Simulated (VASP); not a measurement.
These are HSE06 screened hybrid, VASP's PBE PAW potentials (set 64) (plane waves; VASP) values and carry that method's errors.

VASP ran on this input.

**KPOINTS**
```
Automatic mesh
0
Gamma
4 4 4
0 0 0
```

INCAR:
```
SYSTEM  =  ScF3
PRECFOCK  =  Fast
ALGO  =  Normal   # blocked Davidson
HFSCREEN  =  0.2
LREAL  =  .False.   # projection in real space or not
SIGMA  =  0.05   # width (eV)
ISMEAR  =  0
LCHARG  =  .False.
LASPH  =  .True.   # aspherical one-centre terms
GGA  =  PE   # PBE
LWAVE  =  .False.
ISIF  =  2   # forces and stress, cell fixed
NELM  =  60
PREC  =  Accurate
ISYM  =  3
LHFCALC  =  .True.
AEXX  =  0.25
EDIFF  =  1E-6   # SCF stop (eV)
ENCUT  =  500   # plane-wave cut-off (eV)
LMAXMIX  =  4   # l cut-off of mixed one-centre charges
```

**KPOINTS_OPT**
```
named points and PBE's band edges
6
Reciprocal
  0.000000   0.000000   0.000000 1 ! GAMMA
  0.500000   0.500000   0.500000 1 ! R
  0.500000   0.500000   0.000000 1 ! M
  0.000000   0.500000   0.000000 1 ! X
  0.464290   0.464290   0.464290 1 ! near an edge
  0.000000   0.035710   0.000000 1 ! near an edge
```

File POSCAR:
```
ScF3
1
    4.0683452323     0.0000000000     0.0000000000
    0.0000000000     4.0683452323     0.0000000000
    0.0000000000     0.0000000000     4.0683452323
Sc F
1 3
Direct
  0.0000000000   0.0000000000   0.0000000000
  0.5000000000   0.0000000000   0.0000000000
  0.0000000000   0.5000000000   0.0000000000
  0.0000000000   0.0000000000   0.5000000000
```

POTCAR, in this order: Sc_sv F (PBE.64 set). Program: vasp_std. Read from the step before: WAVECAR.

Output

### OUTCAR
```
 ion  position               nearest neighbor table
   1  0.000  0.000  0.000-   2 2.03   3 2.03   4 2.03   4 2.03   3 2.03   2 2.03
   2  0.500  0.000  0.000-   1 2.03   1 2.03
   3  0.000  0.500  0.000-   1 2.03   1 2.03
   4  0.000  0.000  0.500-   1 2.03   1 2.03
  LATTYP: Found a simple cubic cell.
 ALAT       =     4.0683452323
 Subroutine PRICEL returns:
 Original cell was already a primitive cell.
 Subroutine GETGRP returns: Found 48 space group operations
The static configuration has the point symmetry O_h .
The dynamic configuration has the point symmetry O_h .
 Subroutine INISYM returns: Found 48 space group operations
 Subroutine IBZKPT returns following result:
 Found     10 irreducible k-points:

 Following reciprocal coordinates:
            Coordinates               Weight
  0.000000  0.000000  0.000000      1.000000
  0.250000  0.000000  0.000000      6.000000
  0.500000  0.000000  0.000000      3.000000
  0.250000  0.250000  0.000000     12.000000
  0.500000  0.250000  0.000000     12.000000
  0.500000  0.500000  0.000000      3.000000
  0.250000  0.250000  0.250000      8.000000
  0.500000  0.250000  0.250000     12.000000
  0.500000  0.500000  0.250000      6.000000
  0.500000  0.500000  0.500000      1.000000
 Subroutine IBZKPT_HF returns following result:
   k-points           NKPTS =     10   k-points in BZ     NKDIM =     64   number of bands    NBANDS=     20
   number of dos      NEDOS =    301   number of ions     NIONS =      4
   total plane-waves  NPLWV =  27000
   dimension x,y,z NGX =    30 NGY =   30 NGZ =   30
   dimension x,y,z NGXF=    60 NGYF=   60 NGZF=   60
   ions per type =               1   3
   PREC   = accura    normal or accurate (medium, high low for compatibility)
   ISTART =      1    job   : 0-new  1-cont  2-samecut
   ICHARG =      0    charge: 1-file 2-atom 10-const
   ISPIN  =      1    spin polarized calculation?
   LNONCOLLINEAR =      F non collinear calculations
...
```

File OSZICAR:
```
       N       E                     dE             d eps       ncg     rms          rms(c)
DAV:   1    -0.341129879103E+02   -0.34113E+02   -0.97352E-01   556   0.190E+01    0.223E+00
DAV:   2    -0.340735281195E+02    0.39460E-01   -0.12094E-01   500   0.514E+00    0.125E+00
DAV:   3    -0.340682561100E+02    0.52720E-02   -0.45181E-02   592   0.282E+00    0.741E-01
DAV:   4    -0.340672628883E+02    0.99322E-03   -0.32390E-03   612   0.678E-01    0.414E-01
DAV:   5    -0.340666843070E+02    0.57858E-03   -0.13226E-03   500   0.318E-01    0.218E-01
DAV:   6    -0.340665784634E+02    0.10584E-03   -0.17175E-04   604   0.145E-01    0.121E-01
DAV:   7    -0.340665362750E+02    0.42188E-04   -0.24302E-05   640   0.786E-02    0.712E-02
DAV:   8    -0.340665256939E+02    0.10581E-04   -0.94993E-06   604   0.415E-02    0.427E-02
DAV:   9    -0.340665230705E+02    0.26235E-05   -0.19132E-06   332   0.201E-02    0.235E-02
DAV:  10    -0.340665226782E+02    0.39222E-06   -0.19221E-06   304   0.170E-02
   1 F= -.34066523E+02 E0= -.34066523E+02  d E =-.596973E-14
       N       E                     dE             ncg
```

OUTCAR:
```
------------------------ aborting loop because EDIFF is reached ----------------------------------------
  FORCE on cell =-STRESS in cart. coord.  units (eV):
  Direction    XX          YY          ZZ          XY          YZ          ZX
  --------------------------------------------------------------------------------------
  Total       -0.7613344     -0.7613344     -0.7613344     -0.0000000     -0.0000000      0.0000000
  in kB      -18.1147630    -18.1147630    -18.1147630     -0.0000000     -0.0000000      0.0000000
  external PRESSURE =     -18.1147630 kB  Pullay stress =       0.0000000 kB
  volume of cell :       67.34
      direct lattice vectors                 reciprocal lattice vectors
     4.068345232  0.000000000  0.000000000     0.245800182  0.000000000  0.000000000
     0.000000000  4.068345232  0.000000000     0.000000000  0.245800182  0.000000000
     0.000000000  0.000000000  4.068345232     0.000000000  0.000000000  0.245800182
 POSITION                                       TOTAL-FORCE (eV/Angst)
 -----------------------------------------------------------------------------------
      0.00000      0.00000      0.00000         0.000000      0.000000      0.000000
      2.03417      0.00000      0.00000         0.000000      0.000000      0.000000
      0.00000      2.03417      0.00000         0.000000      0.000000      0.000000
      0.00000      0.00000      2.03417         0.000000      0.000000      0.000000
 -----------------------------------------------------------------------------------
    total drift:                               -0.000008     -0.000004     -0.000007
  FREE ENERGIE OF THE ION-ELECTRON SYSTEM (eV)
  ---------------------------------------------------
  free  energy   TOTEN  =       -34.0665226782 eV

  energy  without entropy=      -34.0665226782  energy(sigma->0) =      -34.06652268

  exchange ACFDT corr.  =         0.00000000  see jH, gK, PRB 81, 115126
```
(Selected blocks of OUTCAR.)

The structure comes from a measured ScF3 entry (Pm-3m) of the Crystallography Open Database, whose conditions weren't checked. It was relaxed first.
